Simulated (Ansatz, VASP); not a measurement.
# Cross-check of SiO between VASP and Ansatz

One calculation is typed for both programs; each brings its own data sets. How far apart do they land? Of the first pair: The structure shown is frame 165 of Ansatz's trajectory.

Main program and level: Ansatz 0.2.0; plane waves, with VASP 6.6.1 beside it; single point at PBE.

### 1. Starting point

The cell holds 36 atoms: 18 Si and 18 O. Cell: a = 8.494 Å, b = 8.494 Å, c = 8.494 Å, α = 90.0°, β = 90.0°, γ = 90.0°. Kind glass; density_g_cm3 2.15; melt_temperature_k 3400; route random start, relaxed, short melt, two cooling runs, relaxed.

### 2. Ansatz: dynamics, PBE

Ansatz runs on its PAW soft_1 files.

One frame of this run of dynamics is then solved in both programs, so the motion causes no difference.

input.yaml

```yaml
crystal:
  lattice:
    - [8.4942445963, 0.0, 0.0]
    - [0.0, 8.4942445963, 0.0]
    - [0.0, 0.0, 8.4942445963]
  atoms:
    - { symbol: Si, position: [0.99673937, 0.6353821, 0.88504162] }
    - { symbol: Si, position: [0.00404745, 0.71430083, 0.31438723] }
    - { symbol: Si, position: [0.83664144, 0.13538155, 0.87355914] }
    - { symbol: Si, position: [0.51693061, 0.85864798, 0.44211913] }
    - { symbol: Si, position: [0.49136129, 0.63232568, 1.03212215] }
    - { symbol: Si, position: [0.30942575, 0.63061594, 0.72026111] }
    - { symbol: Si, position: [0.59846876, 0.52301025, 0.57824942] }
    - { symbol: Si, position: [0.9393976, 0.37918039, 0.30054338] }
    - { symbol: Si, position: [0.14619899, 0.13895585, 1.07721562] }
    - { symbol: Si, position: [-0.04058313, 0.79516818, 0.60053557] }
    - { symbol: Si, position: [0.35608205, 0.28611655, 0.93988099] }
    - { symbol: Si, position: [0.81821943, 0.59622029, 0.11695896] }
    - { symbol: Si, position: [0.46337422, 0.16545968, 0.64761144] }
    - { symbol: Si, position: [0.73936946, 0.0659403, 0.24045375] }
    - { symbol: Si, position: [0.18294011, 0.83657763, 1.11049392] }
    - { symbol: Si, position: [0.76787381, 0.29666558, 0.5854643] }
    - { symbol: Si, position: [0.79406861, 1.01707314, 0.61709902] }
    - { symbol: Si, position: [0.1974424, 0.90559224, 0.4954882] }
    - { symbol: O, position: [0.02348991, 0.14942777, 0.92667911] }
    - { symbol: O, position: [0.41311054, 0.4873647, 0.62824515] }
    - { symbol: O, position: [0.75290403, 0.07781857, 0.0425667] }
    - { symbol: O, position: [0.6260658, 0.9133987, 0.28323684] }
    - { symbol: O, position: [0.49859525, 0.18252053, 0.84925621] }
    - { symbol: O, position: [0.43739746, 0.68930756, 0.85083622] }
    - { symbol: O, position: [0.58988518, 0.96629746, 0.59884642] }
    - { symbol: O, position: [0.87323621, 0.6717459, 0.73732454] }
    - { symbol: O, position: [1.06682777, 0.24114316, 0.22612782] }
    - { symbol: O, position: [0.35709732, -0.04251961, 0.38029315] }
    - { symbol: O, position: [0.80753808, 0.31421899, 0.78754925] }
    - { symbol: O, position: [0.15401511, 0.53681407, 0.79550311] }
    - { symbol: O, position: [0.35749795, 0.73993996, 0.13429752] }
    - { symbol: O, position: [0.60238623, 0.68039529, 0.46477541] }
    - { symbol: O, position: [0.33024585, 0.76755548, 0.57811886] }
    - { symbol: O, position: [0.09753557, 0.79972173, 0.93311017] }
    - { symbol: O, position: [0.06897565, 0.52572727, 0.3418424] }
    - { symbol: O, position: [0.43413466, 0.44141394, 0.02681027] }
kpoints:
  mp_grid: { grid: [1, 1, 1] }
scf:
  occupations: { method: fermi_dirac, width: 0.1 }
  n_extra_bands: 24
hamiltonian:
  xc: pbe
  pseudopotentials: { kind: paw, azcp: { folder: soft_1 } }
output:
  forces: true
basis:
  ecutwfc: 320
md:
  timestep: 1.5
  n_steps: 495
  ensemble: nvt_langevin
  temperature: 3400
  seed: 1
```

The run is started by

```
$ ansatz run input.yaml --threads 8 --pin off --max-ram 23552MiB --backend cpu --events-out ev --progress --plain --runs-dir out
```

Numbers of over 12 decimals in the logs are rounded to 6 here.

The log of the run:

```text
Warning: md: disabling space-group detection — thermal motion breaks the input geometry's symmetry, so no spatial operation reduces the k-mesh or symmetrises the density; time reversal is kept, so that k and −k are solved as one point where they differ and the mesh holds both, and exact exchange and, on two spinor components, a DFT+U term hold to it where the run has them: on two components no moment then forms, and  [...]
Warning: basis.ecutwfc = 320 eV is below the records' recommended 420 eV, and the density's cutoff is lower with it unless basis.ecutrho_ratio is high enough to keep the records' density cutoff: compare with a run at a higher cutoff
scf.n_extra_bands = 24 over 90 filled bands (N_el = 180.0): the run solves 114 bands
Engine: ansatz 0.2.0, aarch64-unknown-linux-gnu
Pseudopotentials: kind: paw
Pseudopotential: Si, paw, valence charge 4, recommended cutoff 420 eV (normal), soft_1/Si.paw.azcp
Pseudopotential: O, paw, valence charge 6, recommended cutoff 420 eV (normal), soft_1/O.paw.azcp
Functional definition: PBE
  parameter kappa = 0.804
  parameter beta = 0.066725
  exchange = pbe_x(kappa = kappa, mu = beta*pi^2/3)
  correlation = pbe_c(beta = beta)
Crystal: 36 atoms, lattice volume = 612.878 Å³
Basis set: ecut = 320 eV, 8025 PW (Γ), exchange–correlation on 100×100×100 points (8 copies of the dense FFT grid, shifted against one another)
Bands: 114, of which v1, the nominal top of the filled ones, is band 90 counted from 1 (89 counted from 0)
Symmetry: 1 space group operations
k-points: 1
Non-local potential: Si, projectors of the file, l = 0: 2, l = 1: 2, l = 2: 1
Non-local potential: O, projectors of the file, l = 0: 2, l = 1: 2, l = 2: 1
PAW form: soft (Blöchl's): semilocal exchange-correlation on the pseudo side does not see the compensation charge
PAW one-centre angular grid: Si, 110 points (default); XC on 64 Gauss nodes
PAW one-centre angular grid: O, 110 points (default); XC on 64 Gauss nodes
Initial density: superposition of atomic densities (chi_scale 0.1, normalization cell, long waves kept (reshape's long-wave potential 0.96 eV rms))
Initial wavefunctions: pseudopotential atomic-orbital guess
Functional: x = pbe(κ = 0.804, μ = 0.219515), c = pbe(β = 0.066725)
SCF iter   1: F=—  HF=-21677.072341 eV  |F-HF|=—  |Δ(HF+E_count)|=         —  Δρ=6.62e-2  dr2=5.11e1  ethr=3.10e-3  ⟨swp⟩=10.0  Hψ=659  notcnv=0
preconditioner: auto → Resta (q_TF=auto, 2.224 Å⁻¹)  ε∞=5.5  [insulator: Δε(μ)=0.717 eV  Ē_g=8.474 eV  σ=0.100 eV  W_gap=0.95  n_scr=122 (ndim 8)  ℏωp=18.0 eV  f_vac=0.061  D(μ)=1.09/eV (n_scr^D=0)  ε∞_Penn≈5.5]
SCF iter   2: F=—  HF=-21666.837585 eV  |F-HF|=—  |Δ(HF+E_count)|=    1.02e1  Δρ=3.20e-2  dr2=1.10e1  ethr=3.10e-3  ⟨swp⟩=4.0  Hψ=259  notcnv=0  defer=6
SCF iter   3: F=—  HF=-21664.718113 eV  |F-HF|=—  |Δ(HF+E_count)|=    2.12e0  Δρ=1.49e-2  dr2=1.87e0  ethr=3.10e-3  ⟨swp⟩=5.0  Hψ=207  notcnv=0  defer=6
SCF iter   4: F=—  HF=-21664.371185 eV  |F-HF|=—  |Δ(HF+E_count)|=   3.47e-1  Δρ=5.22e-3  dr2=2.98e-1  ethr=1.04e-3  ⟨swp⟩=3.0  Hψ=225  notcnv=0  defer=6
SCF iter   5: F=—  HF=-21664.365530 eV  |F-HF|=—  |Δ(HF+E_count)|=   5.66e-3  Δρ=2.50e-3  dr2=7.48e-2  ethr=1.66e-4  ⟨swp⟩=2.0  Hψ=176  notcnv=0  defer=6
SCF iter   6: F=—  HF=-21664.376283 eV  |F-HF|=—  |Δ(HF+E_count)|=   1.08e-2  Δρ=1.42e-3  dr2=2.17e-2  ethr=4.16e-5  ⟨swp⟩=2.0  Hψ=191  notcnv=0  defer=6
SCF iter   7: F=—  HF=-21664.381165 eV  |F-HF|=—  |Δ(HF+E_count)|=   4.88e-3  Δρ=7.63e-4  dr2=4.08e-3  ethr=1.21e-5  ⟨swp⟩=2.0  Hψ=191  notcnv=0  defer=6
SCF iter   8: F=—  HF=-21664.382053 eV  |F-HF|=—  |Δ(HF+E_count)|=   8.88e-4  Δρ=2.46e-4  dr2=6.14e-4  ethr=2.27e-6  ⟨swp⟩=2.0  Hψ=191  notcnv=0  defer=6
SCF iter   9: F=—  HF=-21664.382406 eV  |F-HF|=—  |Δ(HF+E_count)|=   3.54e-4  Δρ=1.09e-4  dr2=1.03e-4  ethr=3.41e-7  ⟨swp⟩=2.0  Hψ=180  notcnv=0  defer=6
SCF iter  10: F=—  HF=-21664.382461 eV  |F-HF|=—  |Δ(HF+E_count)|=   5.50e-5  Δρ=6.37e-5  dr2=2.90e-5  ethr=5.71e-8  ⟨swp⟩=2.0  Hψ=180  notcnv=0  defer=6
SCF iter  11: F=—  HF=-21664.382894 eV  |F-HF|=—  |Δ(HF+E_count)|=   4.33e-4  Δρ=2.03e-5  dr2=3.65e-6  ethr=1.61e-8  ⟨swp⟩=2.0  Hψ=199  notcnv=0  defer=6
SCF iter  12: F=—  HF=-21664.382897 eV  |F-HF|=—  |Δ(HF+E_count)|=   2.24e-6  Δρ=8.14e-6  dr2=6.34e-7  ethr=2.03e-9  ⟨swp⟩=2.0  Hψ=163  notcnv=0  defer=6
SCF iter  13: F=—  HF=-21664.382897 eV  |F-HF|=—  |Δ(HF+E_count)|=   6.17e-7  Δρ=6.04e-6  dr2=2.22e-7  ethr=3.52e-10  ⟨swp⟩=2.0  Hψ=186  notcnv=0  defer=6
[...]
SCF iter   8: F=—  HF=-21656.004486 eV  |F-HF|=—  |Δ(HF+E_count)|=   2.68e-8  Δρ=2.98e-6  dr2=6.31e-8  ethr=1.79e-10  ⟨swp⟩=2.0  Hψ=182  notcnv=0  defer=6
SCF iter   9: F=-21656.004486 eV  HF=-21656.004486 eV  |F-HF|=1.44e-8  |Δ(HF+E_count)|=   1.94e-9  Δρ=1.72e-6  dr2=2.09e-8  ethr=2.00e-11  ⟨swp⟩=5.0  Hψ=429  notcnv=0
SCF 62 converged in 9 iterations: F = -21656.004486 eV  dr2 = 2.09e-8
  greatest PAW one-centre occupation: 0.880 electrons in one spin orbital (limit 2), on the O atom at site 18 (counted from 0), in its partial waves of l = 0
md step    61: t =    91.50 fs  T =  1947.7 K  F+E_penalty+E_count = -21656.00448604 eV  E_kin = 9.063144 eV  (9 SCF iters)
[...]
md step    62: t =    93.00 fs  T =  2008.9 K  F+E_penalty+E_count = -21656.22128032 eV  E_kin = 9.348305 eV  (8 SCF iters)
[...]
md step    63: t =    94.50 fs  T =  1973.6 K  F+E_penalty+E_count = -21656.38616679 eV  E_kin = 9.183897 eV  (8 SCF iters)
[...]
md step    64: t =    96.00 fs  T =  2087.1 K  F+E_penalty+E_count = -21656.43845787 eV  E_kin = 9.712142 eV  (8 SCF iters)
[...]
md step    65: t =    97.50 fs  T =  2111.8 K  F+E_penalty+E_count = -21656.36929532 eV  E_kin = 9.826893 eV  (8 SCF iters)
[...]
md step    66: t =    99.00 fs  T =  1947.6 K  F+E_penalty+E_count = -21656.21494096 eV  E_kin = 9.062769 eV  (7 SCF iters)
SCF iter   1: F=—  HF=-21656.106355 eV  |F-HF|=—  |Δ(HF+E_count)|=         —  Δρ=9.30e-4  dr2=4.47e-3  ethr=1.04e-5  ⟨swp⟩=6.0  Hψ=349  notcnv=0  defer=5
preconditioner: auto → LDOS  [insulator: Δε(μ)=0.482 eV  Ē_g=10.772 eV  σ=0.100 eV  W_gap=0.83  n_scr=122 (ndim 8)  ℏωp=19.8 eV  f_vac=0.115  D(μ)=3.76/eV (n_scr^D=18)  ε∞_Penn≈4.4  β→1.0]
SCF iter   2: F=—  HF=-21656.106067 eV  |F-HF|=—  |Δ(HF+E_count)|=   2.88e-4  Δρ=6.87e-4  dr2=3.77e-3  ethr=2.48e-6  ⟨swp⟩=2.0  Hψ=222  notcnv=0  defer=5
SCF iter   3: F=—  HF=-21656.105062 eV  |F-HF|=—  |Δ(HF+E_count)|=   1.01e-3  Δρ=2.02e-4  dr2=2.48e-4  ethr=2.09e-6  ⟨swp⟩=2.0  Hψ=186  notcnv=0  defer=5
SCF iter   4: F=—  HF=-21656.105019 eV  |F-HF|=—  |Δ(HF+E_count)|=   4.27e-5  Δρ=5.17e-5  dr2=1.77e-5  ethr=1.38e-7  ⟨swp⟩=2.0  Hψ=188  notcnv=0  defer=5
SCF iter   5: F=—  HF=-21656.105501 eV  |F-HF|=—  |Δ(HF+E_count)|=   4.81e-4  Δρ=1.94e-5  dr2=2.33e-6  ethr=9.83e-9  ⟨swp⟩=2.0  Hψ=199  notcnv=0  defer=5
SCF iter   6: F=—  HF=-21656.105500 eV  |F-HF|=—  |Δ(HF+E_count)|=   6.72e-8  Δρ=8.38e-6  dr2=5.37e-7  ethr=1.29e-9  ⟨swp⟩=2.0  Hψ=188  notcnv=0  defer=5
SCF iter   7: F=—
```

The column dr2 measures how far the density is from self-consistency, as an energy; F and HF (Harris–Foulkes) agree once it is small.

### 3. VASP: single point, PBE, pair 1

The same cell, functional, mesh and smearing now go to VASP, with its own data sets.

Lines of VASP's logs that name or quote its potential files are left out, and so is its time.

INCAR

```
SYSTEM = SiO
PREC = Accurate
ENCUT = 520
EDIFF = 1E-06
NELM = 120
ISMEAR = -1
SIGMA = 0.1
LREAL = Auto
ALGO = Normal
GGA = PE
NBANDS = 116
LORBIT = 11
LWAVE = .FALSE.
LCHARG = .FALSE.
ISIF = 2
LASPH = .TRUE.
GGA_COMPAT = .FALSE.
EFERMI = MIDGAP
```

POSCAR

```
SiO
1.0
    8.4942445963      0.0000000000      0.0000000000
    0.0000000000      8.4942445963      0.0000000000
    0.0000000000      0.0000000000      8.4942445963
Si O
18 18
Direct
    0.9249768959      0.6951648181      0.8466991877
    0.0317364301      0.6699103064      0.2578683690
    0.9354249115      0.2486876821      0.8155816473
    0.5053725439      0.8178527144      0.4475523346
    0.5036845774      0.6300843988      0.9533717693
    0.2218596343      0.5309456243      0.7371616074
    0.7488206783      0.5601658801      0.5529055523
    0.8843125383      0.3405890856      0.2350320829
    0.0368960414      0.9961034793      0.1270440698
    0.9271948208      0.8307239002      0.5889229988
    0.3232089645      0.2235012164      0.1612341613
    0.7768772049      0.5639046469      0.0462059923
    0.3199957300      0.1340134472      0.8130579384
    0.6988270626      0.0079499712      0.2574814011
    0.1872467860      0.7998117929      0.1025511326
    0.8336471737      0.1957156968      0.4974216309
    0.6589311076      0.0820079285      0.6771574488
    0.1449446135      0.7148613312      0.4803742056
    0.0822841857      0.1485338673      0.9404544347
    0.2832966455      0.3410499859      0.7629928626
    0.8624805793      0.9147474514      0.1654170638
    0.5628857217      0.8941500229      0.2531930857
    0.4245141471      0.1636533990      0.0243893852
    0.3975926242      0.5920965594      0.7741563038
    0.5490740168      0.9225773889      0.5884118291
    0.9341321538      0.8877295579      0.8115956542
    0.0112499002      0.1909033795      0.2313904406
    0.3002270503      0.8399277317      0.4473746849
    0.9912358780      0.1922665378      0.5973969719
    0.0187790684      0.5188989968      0.7485878147
    0.3717672554      0.7283728329      0.0649670484
    0.5681147918      0.6312119859      0.4510235085
    0.2454605558      0.5700320900      0.5313223500
    0.1140540502      0.6918258514      0.9060481968
    0.9728544431      0.5062855150      0.3298845434
    0.5968149307      0.4629196811      0.0831066250
```

KPOINTS

```
Automatic mesh
0
Gamma
1 1 1
0 0 0
```

PAW data sets: Si and O (PBE family, release 64).

The run is started by

```
$ mpirun -np 4 vasp_gam
```

The log of the run:

```text
[banner, memory and clock lines left out]
running    4 mpi-ranks, on    1 nodes
[...]
LDA part: xc-table for (Slater+PW92), standard interpolation
 POSCAR, INCAR and KPOINTS ok, starting setup
[...]
entering main loop
       N       E                     dE             d eps       ncg     rms          rms(c)
DAV:   1     0.148369828855E+04    0.14837E+04   -0.96551E+04   232   0.145E+03
DAV:   2    -0.855631013211E+02   -0.15693E+04   -0.14932E+04   304   0.317E+02
DAV:   3    -0.252560809049E+03   -0.16700E+03   -0.16494E+03   272   0.110E+02
DAV:   4    -0.257019858967E+03   -0.44590E+01   -0.44162E+01   280   0.190E+01
[...]
DAV:  17    -0.224930620712E+03   -0.47190E-05   -0.18232E-05   256   0.159E-02    0.857E-03
DAV:  18    -0.224930622139E+03   -0.14268E-05   -0.11060E-05   296   0.121E-02    0.385E-03
DAV:  19    -0.224930622560E+03   -0.42082E-06   -0.17721E-06   176   0.558E-03
   1 F= -.22493062E+03 E0= -.22482522E+03  d E =-.210798E+00
```

OUTCAR, selected parts (step 3):

```text
  Total       -4.6920762     -2.9444984     -9.2767708     12.2252209      3.3827718      0.6599973
  in kB      -12.2659546     -7.6974631    -24.2511938     31.9589872      8.8431908      1.7253549
  external PRESSURE =     -14.7382039 kB  Pullay stress =       0.0000000 kB

 POSITION                                       TOTAL-FORCE (eV/Angst)
 -----------------------------------------------------------------------------------
      7.85698      5.90490      7.19207         1.310021     -1.788730     -0.463002
      0.26958      5.69038      2.19040        -2.900853      0.230609     -1.161799
      7.94573      2.11241      6.92775         1.528042     -0.789849     -0.428091
      4.29276      6.94704      3.80162        -3.524512     -2.549959     -3.292382
      4.27842      5.35209      8.09817        -0.395814     -0.243360     -0.209183
      1.88453      4.50998      6.26163        -0.471351     -2.225206     -1.647770
      6.36067      4.75819      4.69651        -1.554827      0.764000     -0.479503
      7.51157      2.89305      1.99642        -0.542634      0.718580      1.326449
      0.31340      8.46115      1.07914        -2.724783      7.078478     -0.363045
      7.87582      7.05637      5.00246        -0.829188      1.332396      0.909133
      2.74542      1.89847      1.36956        -0.792006      1.047132      1.960923
      6.59898      4.78994      0.39249        -1.380887     -0.971039      0.487011
      2.71812      1.13834      6.90631        -0.471405      3.309261      0.354782
      5.93601      0.06753      2.18711         4.881581      3.702523     -0.321308
[...]
-----------------------------------------------------------------------------------
    total drift:                               -0.009357     -0.001025     -0.004973

  FREE ENERGIE OF THE ION-ELECTRON SYSTEM (eV)
  ---------------------------------------------------
  free  energy   TOTEN  =      -224.9306225598 eV

  energy  without entropy=     -224.7198242284  energy(sigma->0) =     -224.82522339

[... 3 further parts left out ...]
[key lines of the parts left out:]
E-fermi :   3.5378
```

The run ends at a pressure of -1.47 GPa, with forces up to 8.1 eV/Å.

### 4. Comparison

Known differences besides the potentials themselves: the cutoff is 320 eV in Ansatz and 520 eV in VASP (PREC = Accurate, projectors in real space); Ansatz's log warns that its cutoff lies below the recommended one. Total energies have different zeros and are not compared.

Forces on 10 of the 36 atoms, those with the largest forces and the largest differences (eV/Å; atoms numbered as in POSCAR):

```tsv
atom	Ansatz x, y, z	VASP x, y, z
Si1	1.401, -1.726, -0.471	1.310, -1.789, -0.463
Si4	-3.483, -2.542, -3.231	-3.525, -2.550, -3.292
Si9	-2.819, 7.114, -0.328	-2.725, 7.078, -0.363
Si11	-0.733, 1.002, 1.866	-0.792, 1.047, 1.961
Si14	4.831, 3.636, -0.312	4.882, 3.703, -0.321
Si15	4.276, -5.469, -4.384	4.234, -5.431, -4.346
Si18	1.441, 4.093, 0.803	1.344, 4.159, 0.746
O22	-3.866, -3.754, 2.596	-3.942, -3.810, 2.636
O24	2.539, 1.908, 3.258	2.583, 1.932, 3.272
O25	2.221, 3.090, 2.803	2.274, 3.152, 2.851
```

The forces differ by 42 meV/Å r.m.s., which is 2.0 % of the r.m.s. force of 2.105 eV/Å (both taken over all components).

### 5. Ansatz: dynamics, PBE

One frame of this run of dynamics is then solved in both programs, so the motion causes no difference.

The structure compared here is frame 330 of Ansatz's trajectory.

input.yaml is that of step 2.

The run is started by

```
$ ansatz run input.yaml --threads 8 --pin off --max-ram 23552MiB --backend cpu --events-out ev --progress --plain --runs-dir out
```

The log of the run:

```text
[...]
Crystal: 36 atoms, lattice volume = 612.878 Å³
Basis set: ecut = 320 eV, 8025 PW (Γ), exchange–correlation on 100×100×100 points (8 copies of the dense FFT grid, shifted against one another)
Bands: 114, of which v1, the nominal top of the filled ones, is band 90 counted from 1 (89 counted from 0)
Symmetry: 1 space group operations
k-points: 1
[...]
SCF iter   1: F=—  HF=-21677.072341 eV  |F-HF|=—  |Δ(HF+E_count)|=         —  Δρ=6.62e-2  dr2=5.11e1  ethr=3.10e-3  ⟨swp⟩=10.0  Hψ=659  notcnv=0
[...]
md step    61: t =    91.50 fs  T =  1947.7 K  F+E_penalty+E_count = -21656.00448604 eV  E_kin = 9.063144 eV  (9 SCF iters)
[...]
md step    62: t =    93.00 fs  T =  2008.9 K  F+E_penalty+E_count = -21656.22128032 eV  E_kin = 9.348305 eV  (8 SCF iters)
[...]
md step    65: t =    97.50 fs  T =  2111.8 K  F+E_penalty+E_count = -21656.36929532 eV  E_kin = 9.826893 eV  (8 SCF iters)
[...]
md step    66: t =    99.00 fs  T =  1947.6 K  F+E_penalty+E_count = -21656.21494096 eV  E_kin = 9.062769 eV  (7 SCF iters)
[...]
```

[end of part 1 of 2]

[Lines on the potential files, build, host, timing and source positions are cut from VASP's logs without a mark.]

[Logs are printed without paths, hosts, clocks, repeated set-up lines and the standing remarks that a program may print on its own settings, such as how far it seeks lower states.]

[Hosts, paths, dates, database ids (printed as entryN), source tags and the programs' standing remarks are cut or masked in the printed files.]
